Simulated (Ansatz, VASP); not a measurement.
# Cross-check of SiO2 (Stishovite) between VASP and Ansatz, part 2 of 2

Aim: how closely do two programs agree when they are given the same cell, functional and k mesh? The cell is taken from a series of runs on this material, whose earlier steps may have relaxed, scaled, displaced or heated it; both programs get it as it stands.

VASP 6.6.1 and Ansatz 0.2.0.

So far: Set-up; VASP: relaxation of cell and atoms, r2SCAN with rVV10.

## 3. Ansatz: relaxation of cell and atoms, r2SCAN with rVV10

Level of this step: Ansatz beside VASP: Kohn-Sham DFT, plane waves, r2SCAN with rVV10 (Ansatz).

Ansatz runs on its default PAW (the set named soft_2) files.

The same cell, functional, mesh and smearing now go to Ansatz.

input.yaml

```yaml
crystal:
  lattice:
    - [4.1773, 0.0, 0.0]
    - [0.0, 4.1773, 0.0]
    - [0.0, 0.0, 2.6652]
  atoms:
    - { symbol: Si, position: [0.0, 0.0, 0.0] }
    - { symbol: Si, position: [0.5, 0.5, 0.5] }
    - { symbol: O, position: [0.3059, 0.3059, 0.0] }
    - { symbol: O, position: [0.1941, 0.8059, 0.5] }
    - { symbol: O, position: [0.6941, 0.6941, 0.0] }
    - { symbol: O, position: [0.8059, 0.1941, 0.5] }
kpoints:
  mp_grid: { grid: [6, 6, 8] }
hamiltonian:
  xc: r2scan
  dispersion: rvv10
scf:
  occupations: { method: gaussian, width: 0.02 }
output:
  forces: true
  stress: true
  eigenvalues: true
basis:
  ecutwfc: 520.0
relax:
  adjacent_minimum: "off"
  f_tol: 0.005
  max_steps: 60
  cell: { stress_tol: 0.03 }
```

On the command line:

```bash
> ansatz run input.yaml --threads 8 --pin off --max-ram 16384MiB --backend cpu --events-out ev --progress --plain --runs-dir out
```

Numbers of over 12 decimals in the logs are rounded to 6 here.

What it wrote:

```text
Engine: ansatz 0.2.0, aarch64-unknown-linux-gnu
Pseudopotentials: kind: paw
Pseudopotential: Si, paw, valence charge 4, recommended cutoff 500 eV (meta_gga), Si.paw.azcp
Pseudopotential: O, paw, valence charge 6, recommended cutoff 500 eV (meta_gga), O.paw.azcp
Functional definition: r2SCAN+rVV10
  parameter k0 = 0.174
  parameter k1 = 0.065
  parameter a1 = 4.9479
  exchange = r2scan_x(k0 = k0, k1 = k1, a1 = a1)
  correlation = r2scan_c + rvv10(11.95, 0.0093)
Crystal: 6 atoms, lattice volume = 46.507 Å³
Basis set: ecut = 520 eV, 1241 PW (Γ), exchange–correlation on 144×144×96 points (64 copies of the dense FFT grid, shifted against one another)
Bands: 22, of which v1, the nominal top of the filled ones, is band 16 counted from 1 (15 counted from 0)
Symmetry: 16 space group operations
Space group: P42/mnm (ITA 136), of the structure as read, at distance tolerance 3.6e-5 Å
k-points: 50 of 288
Non-local potential: Si, projectors of the file, l = 0: 2, l = 1: 2, l = 2: 2
Non-local potential: O, projectors of the file, l = 0: 2, l = 1: 2, l = 2: 1
PAW form: soft (Blöchl's): semilocal exchange-correlation on the pseudo side does not see the compensation charge
rVV10 density: all electrons in the spheres
PAW frozen core: Si, regenerated for the run's functional (the file was generated under x = pbe(κ = 0.804, μ = 0.219515), c = pbe(β = 0.066725))
PAW frozen core: O, regenerated for the run's functional (the file was generated under x = pbe(κ = 0.804, μ = 0.219515), c = pbe(β = 0.066725))
PAW one-centre angular grid: Si, 302 points (default); XC on 160 Gauss nodes
PAW one-centre angular grid: O, 302 points (default); XC on 160 Gauss nodes
Initial density: superposition of atomic densities (neutral atoms: chi_scale 0, normalization atom), corrected by the library's trained network
Initial wavefunctions: pseudopotential atomic-orbital guess
Functional: x = r2scan, c = r2scan + rvv10(b = 11.95, C = 0.0093); τ floored in thin density (d = 2e-4 eV/Å³)
SCF iter   1: F=—  HF=-3557.211902 eV  |F-HF|=—  |Δ(HF+E_count)|=         —  Δρ=1.04e-2  dr2=4.47e-2  dr2_τ=5.14e-1  ethr=1.77e-3  ⟨swp⟩=6.3  Hψ=6133  notcnv=0
preconditioner: auto → none  [insulator: Δε(μ)=6.506 eV  Ē_g=20.225 eV  σ=0.020 eV  W_gap=1.00  n_scr=10 (ndim 8)  ℏωp=30.8 eV  f_vac=0.000  D(μ)=0.00/eV (n_scr^D=0)  ε∞_Penn≈3.3]
SCF iter   2: F=—  HF=-3557.514359 eV  |F-HF|=—  |Δ(HF+E_count)|=   3.02e-1  Δρ=6.22e-3  dr2=7.46e-3  dr2_τ=1.07e-3  ethr=1.40e-4  ⟨swp⟩=3.0  Hψ=2723  notcnv=0  defer=85
SCF iter   3: F=—  HF=-3557.514699 eV  |F-HF|=—  |Δ(HF+E_count)|=   3.40e-4  Δρ=1.21e-3  dr2=2.53e-4  dr2_τ=7.72e-5  ethr=2.33e-5  ⟨swp⟩=2.5  Hψ=1889  notcnv=0  defer=85
SCF iter   4: F=—  HF=-3557.514727 eV  |F-HF|=—  |Δ(HF+E_count)|=   2.81e-5  Δρ=1.90e-4  dr2=7.25e-6  dr2_τ=1.06e-6  ethr=7.90e-7  ⟨swp⟩=2.1  Hψ=1775  notcnv=0  defer=85
SCF iter   5: F=—  HF=-3557.514727 eV  |F-HF|=—  |Δ(HF+E_count)|=   2.42e-7  Δρ=7.29e-5  dr2=2.02e-6  dr2_τ=1.09e-7  ethr=2.27e-8  ⟨swp⟩=2.0  Hψ=1763  notcnv=0  defer=85
SCF iter   6: F=-3557.514727 eV  HF=-3557.514727 eV  |F-HF|=3.32e-8  |Δ(HF+E_count)|=   7.47e-8  Δρ=1.69e-5  dr2=9.63e-8  dr2_τ=3.06e-9  ethr=3.13e-10  ⟨swp⟩=9.1  Hψ=5801  notcnv=0
SCF 1 converged in 6 iterations: F = -3557.514727 eV  dr2 = 9.63e-8
  greatest PAW one-centre occupation: 0.868 electrons in one spin orbital (limit 2), on the O atom at site 4 (counted from 0), in its partial waves of l = 0
relax step   1: F+E_penalty+E_count = -3557.51472711 eV  Δ(F+E_penalty+E_count) = +0.000e0 eV  max|allowed force component| = 1.199e-2 eV/Å  Δτ_max = 0.0000 Å  P = +0.264 GPa  Ω = 46.507 Å³  (6 SCF iters, dr2 threshold 1.00e-7 eV, accepted)
[...]
relax step   2: F+E_penalty+E_count = -3557.51477978 eV  Δ(F+E_penalty+E_count) = -5.267e-5 eV  max|allowed force component| = 1.412e-2 eV/Å  Δτ_max = 0.0000 Å  P = +0.159 GPa  Ω = 46.519 Å³  energy of the carried Pulay correction = -1.140e-5 eV  (2 SCF iters, dr2 threshold 6.00e-7 eV, accepted)
[...]
relax step   3: F+E_penalty+E_count = -3557.51483498 eV  Δ(F+E_penalty+E_count) = -5.521e-5 eV  max|allowed force component| = 2.135e-3 eV/Å  Δτ_max = 0.0006 Å  P = -0.034 GPa  Ω = 46.532 Å³  energy of the carried Pulay correction = -2.408e-5 eV  (3 SCF iters, dr2 threshold 4.46e-7 eV, accepted)
[...]
relax step   4: F+E_penalty+E_count = -3557.51484567 eV  Δ(F+E_penalty+E_count) = -1.069e-5 eV  max|allowed force component| = 7.093e-4 eV/Å  Δτ_max = 0.0001 Å  P = +0.011 GPa  Ω = 46.523 Å³  energy of the carried Pulay correction = -1.538e-5 eV  (4 SCF iters, dr2 threshold 4.61e-9 eV, accepted)
[...]
relax step   5: F+E_penalty+E_count = -3557.51486878 eV  Δ(F+E_penalty+E_count) = -2.311e-5 eV  max|allowed force component| = 7.139e-4 eV/Å  Δτ_max = 0.0000 Å  P = +0.011 GPa  Ω = 46.523 Å³  stress off target by 1.42e-2 GPa  SCF on the basis re-selected at this cell (its energy is not comparable with the rows above)  (4 SCF iters)
basis re-selected at this cell: Δ(F+E_penalty+E_count) = -2.311e-5 eV, ΔP = -0.000 GPa vs the last step (what re-selecting the basis moved, of the pressure what is left beyond the Pulay correction that the steps carried, after the strain that the cell walked since its last selection, with what the two solves' SCF thresholds leave and, on support functions, any second-order correction that the steps lacked; it is no m [...]
SCF converged after 4 iterations
Free energy (F): -3557.514869 eV
Harris-Foulkes:  -3557.514869 eV  (|F-HF|=3.64e-12)
Internal energy: -3557.514869 eV  (E = F + TS)
E sigma→0 (E₀):  -3557.514869 eV
Fermi energy:    13.478476 eV
--- Per-component energies (eV) ---
  E_band       = 44.173583
  E_kinetic    = 820.350962
  E_local      = -1219.391371  (includes V_loc(G=0)·N_el)
  E_nonlocal   = 231.664278
  E_hartree    = 435.721464
  E_xc         = -402.313653
  E_vxc        = -533.375015  (∫ρ·V_xc dr)
  E_paw        = -1683.035022  (= ΣΔE_a)
  E_vpaw       = -158.404968  (= ΣTr[D̂ρ^β])
  E_aug_tail   = 0.002791  (compensation charges beyond the density's cutoff)
  E_vtau       = 31.883876  (kinetic-family band-sum trace: ∫τ·v_τ [+ j·A + Jᵃ·Aᵃ] dr)
  E_ewald      = -1740.233688
  E_core_change = -0.280630  (= ΣΔE_core)
  E_smearing   = -0.000000  (= −TS)
  E_closure    = -0.000000  (closes the sum)
  Σ components = -3557.514869   (vs F -3557.514869, Δ=0.00e0)
--- Forces (eV/Å), atoms counted from 1 ---
  atom   1  Si    -0.00000000    -0.00000000     0.00000000
  atom   2  Si    -0.00000000    -0.00000000     0.00000000
  atom   3  O     -0.00071388    -0.00071388     0.00000000
  atom   4  O      0.00071388    -0.00071388    -0.00000000
  atom   5  O      0.00071388     0.00071388    -0.00000000
  atom   6  O     -0.00071388     0.00071388     0.00000000
  max |Σ_I F_I| component: 1.30e-18 eV/Å
--- Stress (GPa, compression-positive) ---
        0.014240      -0.000000       0.000000
       -0.000000       0.014240       0.000000
        0.000000       0.000000       0.004115
  P = ⅓ Tr σ = 0.0109 GPa (0.109 kbar)
--- Band table (eV; the first three rows and the last of 50) ---
  k-point 0: bands = [... 12 lower, 7.6990, 9.3137, 9.3137, 10.1991, 16.7578, 17.8250, 19.6711, 19.6711, ... 2 higher]
  k-point 1: bands = [... 12 lower, 6.9750, 9.1555, 9.1555, 10.0011, 17.5055, 18.9492, 20.5955, 20.5955, ... 2 higher]
  k-point 2: bands = [... 12 lower, 5.7526, 8.6629, 8.6629, 9.3783, 18.7271, 21.1386, 21.3559, 22.5753, ... 2 higher]
  k-point 49: bands = [... 12 lower, 8.4213, 8.4213, 8.5799, 8.5799, 18.4089, 18.4089, 22.2238, 22.2238, ... 2 higher]
--- Relaxed structure (4 steps of the walk, 4 accepted, 1 SCFs on fresh bases) ---
  F+E_penalty+E_count = -3557.51486878 eV   max|allowed force component| = 7.139e-4 eV/Å   (the final SCF, on the basis selected at the relaxed cell)
  cell:  # Å, volume = 46.5232 Å³
    - [4.175676, 0, 0]
    - [0, 4.175676, 0]
    - [0, 0, 2.668185]
  atoms:
    - { symbol: Si, position: [0, 0, 0] }
    - { symbol: Si, position: [0.5, 0.5, 0.500000] }
    - { symbol: O, position: [0.305782, 0.305782, 0] }
    - { symbol: O, position: [0.194218, 0.805782, 0.500000] }
    - { symbol: O, position: [0.694218, 0.694218, 0] }
    - { symbol: O, position: [0.805782, 0.194218, 0.500000] }
```

The column dr2 measures how far the density is from self-consistency, as an energy; F and HF (Harris–Foulkes) agree once it is small.

## 4. Comparison

Known differences besides the potentials themselves: VASP keeps PBE cores, Ansatz makes them for the functional; the cutoff is 520 eV in Ansatz and 660 eV in VASP; Ansatz adds a Pulay correction to the stress that steers its cell, VASP none. Total energies have different zeros and are not compared.

Both answers:

```tsv
quantity	Ansatz	VASP	difference
volume (Å³)	46.52	46.49	+0.06 %
edge a after relaxation, in the typed setting (Å)	4.176	4.172	+0.09 %
edge c after relaxation, in the typed setting (Å)	2.668	2.671	-0.12 %
```

## 5. What came out

```
difference in edge c after relaxation, in the typed setting (relaxation of cell and atoms, r2SCAN with rVV10) : -0.12 %
```

What this shows: The difference in edge c after relaxation, in the typed setting is -0.12 % (relaxation of cell and atoms, r2SCAN with rVV10), within the 1.2 % picked in this series as the mark of a large difference, as far as the stopping tolerances let one tell. Such differences can come from data sets, numerical settings and the points named under the comparisons, not from the functional's error against experiment.

[Lines on the potential files, build, host, timing and source positions are cut from VASP's logs without a mark.]

[Logs are printed without paths, hosts, clocks, repeated set-up lines and the standing remarks that a program may print on its own settings, such as how far it seeks lower states.]

[Hosts, paths, dates, database ids (printed as entryN), source tags and the programs' standing remarks are cut or masked in the printed files.]
